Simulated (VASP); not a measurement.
Crystal: GaN.

```
Ga N
1.0
     3.21745    0.00000    0.00000
    -1.60872    2.78639    0.00000
     0.00000    0.00000    5.24182
Ga N
2 2
Cartesian
  1.6087 0.9288 2.6163
  0.0000 1.8576 5.2372
  1.6087 0.9288 4.5912
  0.0000 1.8576 1.9703
```

The cell is a database's computed one.

Base run:

| Quantity | Value |
| --- | --- |
| Program | VASP 6.6.1 |
| Functional | HSE06 |
| Potentials or basis | VASP PAW PBE potentials, release 64 (Ga_d, N) |
| Cutoff | 450 eV |
| k mesh | 8 × 8 × 6 |
| Occupations | gaussian, width 0.02 eV |
| Spin | no spin polarisation |

Its results: band gap on the k mesh 2.98 eV, direct; largest force 0.016 eV/Å.

Task: The run is repeated on the same cell with these changes: functional from HSE06 to PBE0. What comes out?

Result: Band gap on the k mesh 3.64 eV, direct; largest force 0.015 eV/Å.

Caveats: the PAW data sets were made with another functional, which shifts forces and pressure a little.
